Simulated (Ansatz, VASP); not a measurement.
# ZrP2O2: VASP beside Ansatz

```
Zr P O
1.0
     3.25741    0.00000    0.00000
    -1.62871    2.82100    0.00000
     0.00000    0.00000   10.05788
Zr P O
1 2 2
Direct
  0.00000 0.00000 0.50000
  0.66667 0.33333 0.06185
  0.33333 0.66667 0.93815
  0.33333 0.66667 0.59627
  0.66667 0.33333 0.40373
```

Alike in both runs: functional PBE; dispersion D3(BJ); k mesh 12 × 12 × 4; occupations gaussian, width 0.02 eV; no spin polarisation.

Ansatz relaxed the structure, and its values are those at the end. VASP's run is a single point on that final structure, the one shown.

|  | VASP | Ansatz |
| --- | --- | --- |
| version | VASP 6.6.1 | Ansatz 0.2.0 |
| potentials or method | VASP PAW PBE potentials, release 64 (Zr_sv, P, O) | scalar-relativistic, plane waves, PAW |
| plane-wave cutoff (eV) | 520 | 420 |
| valence electrons in the cell | 34 | 34 |

```csv
,VASP,Ansatz,Ansatz less VASP
gap on the k mesh at the Fermi level (eV),1.89,1.85,-0.042
least direct gap on the mesh (eV),2.16,2.12,-0.043
pressure (GPa),0.0,0.0,+0.03
rms of the force components (eV/Å),0.034,0.001,-0.0337
```

A k mesh can miss the band edges. A hybrid or GW would open this gap; PBE tends to underestimate it.
